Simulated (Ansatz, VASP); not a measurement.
## SnGe2P2: VASP beside Ansatz

Contents of INCAR:

```
SYSTEM = SnGe2P2
PREC = Accurate
ENCUT = 520
EDIFF = 1E-6
ISMEAR = 0
SIGMA = 0.1
LREAL = .FALSE.
LASPH = .TRUE.
NELM = 100
ALGO = Normal
ISIF = 2
LWAVE = .FALSE.
LCHARG = .FALSE.
GGA = PE
NBANDS = 34
```

KPOINTS

```
regular mesh
0
G
  6 6 6
  0 0 0
```

POSCAR

```
SnGe2P2
1.0
   -1.8979509900      1.8979509900      6.6577885600
    1.8979509900     -1.8979509900      6.6577885600
    1.8979509900      1.8979509900     -6.6577885600
Sn Ge P
1 2 2
Direct
    0.0000000000      0.0000000000      0.0000000000
    0.7500000000      0.2500000000      0.5000000000
    0.2500000000      0.7500000000      0.5000000000
    0.3537000100      0.3537000100      0.0000000000
    0.6462999900      0.6462999900      0.0000000000
```

Input for Ansatz:

```yaml
crystal:
  lattice:
    - [-1.89795099, 1.89795099, 6.65778856]
    - [1.89795099, -1.89795099, 6.65778856]
    - [1.89795099, 1.89795099, -6.65778856]
  atoms:
    - { symbol: Sn, position: [0.0, 0.0, 0.0] }
    - { symbol: Ge, position: [0.75, 0.25, 0.5] }
    - { symbol: Ge, position: [0.25, 0.75, 0.5] }
    - { symbol: P, position: [0.35370001, 0.35370001, 0.0] }
    - { symbol: P, position: [0.64629999, 0.64629999, 0.0] }
basis:
  ecutwfc: 420
kpoints:
  mp_grid: { grid: [6, 6, 6] }
hamiltonian:
  xc: pbe
scf:
  occupations: { method: gaussian, width: 0.1 }
  lower_state_search: "off"
output:
  forces: true
  stress: true
  eigenvalues: true
```

Change from the starting cell: species swapped into the TlCo2Se2 type (I4/mmm, No. 139).

Alike in both runs: task single point; functional PBE; k mesh 6 × 6 × 6; occupations gaussian, width 0.1 eV; no spin polarisation.

|  | VASP | Ansatz |
| --- | --- | --- |
| version | VASP 6.6.1 | Ansatz 0.2.0 |
| potentials or method | VASP PAW PBE potentials, release 64 (Sn_d, Ge_d, P) | scalar-relativistic, plane waves, PAW |
| plane-wave cutoff (eV) | 520 | 420 |
| valence electrons in the cell | 52 | 52 |

|  | VASP | Ansatz | Ansatz less VASP |
| --- | --- | --- | --- |
| gap on the k mesh at the Fermi level (eV) | none | none | - |
| pressure (GPa) | 17.6 | 17.7 | +0.14 |
| largest component of the traceless stress (GPa) | 7.61 | 7.58 | -0.032 |
| rms of the force components (eV/Å) | 0.921 | 0.934 | +0.0129 |

Atom by atom the forces differ by 0.013 eV/Å (rms over components). A gap of «none» marks a metal or a gap that the smearing closes. The functional is the same, so the differences come from potentials, cutoffs and numerics.

Caveats: the k mesh is coarse (spacing up to 0.39 Å⁻¹), so the values aren't converged; so large a pressure means that the cell lies far from this level's equilibrium, or that cutoff or potentials fall short (VASP); forces of over 1 eV/Å show positions far from the minimum, so gaps and moduli don't describe the material at rest.
